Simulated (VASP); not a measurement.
An input for Quantum ESPRESSO's pw.x (written as the equivalent of a VASP run, and not itself run):

```
&CONTROL
  calculation = 'vc-relax'
  pseudo_dir = './pseudo'
  outdir = './out'
  tprnfor = .true.
  tstress = .true.
  nstep = 40
  forc_conv_thr = 0.00078
/
&SYSTEM
  ibrav = 0
  nat = 2
  ntyp = 2
  ecutwfc = 74
  occupations = 'smearing'
  smearing = 'gaussian'
  degauss = 0.003675
  input_dft = 'pbesol'
/
&ELECTRONS
  conv_thr = 7.3e-08
  electron_maxstep = 100
/
&IONS
/
&CELL
/
ATOMIC_SPECIES
  Li 6.940 Li.upf
  Cl 35.450 Cl.upf
CELL_PARAMETERS angstrom
     0.0000000    2.5308880    2.5308880
     2.5308880    0.0000000    2.5308880
     2.5308880    2.5308880    0.0000000
ATOMIC_POSITIONS crystal
  Li   0.0000000  0.0000000  0.0000000
  Cl   0.5000000  0.5000000  0.5000000
K_POINTS automatic
  9 9 9 0 0 0
```

Task: Translate this input to VASP (INCAR, KPOINTS, POSCAR, choice of POTCAR).

Result: Several could match; the one computed here: 
**POSCAR**
```
LiCl
1.0
  0.0000000000   2.5308879788   2.5308879788
  2.5308879788   0.0000000000   2.5308879788
  2.5308879788   2.5308879788   0.0000000000
Li Cl
1 1
Cart
  0.0000000000   0.0000000000   0.0000000000
  2.5308879788   2.5308879788   2.5308879788
```

**INCAR**
```
! general
SYSTEM = LiCl
PREC   = Accurate
ENCUT  = 620
LREAL  = .FALSE.
LASPH  = .TRUE.

! electronic loop
EDIFF  = 1E-6
NELM   = 100
ALGO   = Normal

! smearing
ISMEAR = 0
SIGMA  = 0.05

! functional
GGA    = PS

! ions
IBRION = 2
NSW    = 40
ISIF   = 3
EDIFFG = -0.02

! output
LWAVE  = .FALSE.
LCHARG = .FALSE.
```

### KPOINTS
```
K-points
0
gamma
  9 9 9
```

POTCAR, in this order: Li_sv Cl (PBE.64 set). Program: vasp_std.

Limits of the translation: the potentials are each code's own (VASP's PAW set, PseudoDojo norm-conserving files in pw.x), so ENCUT and ecutwfc are chosen apart and not converted; conv_thr bounds pw.x's estimated SCF error, while EDIFF bounds the energy change between steps; forc_conv_thr acts on force components and is met together with etot_conv_thr.

The compound is LiCl in the rock salt structure. It was relaxed first.
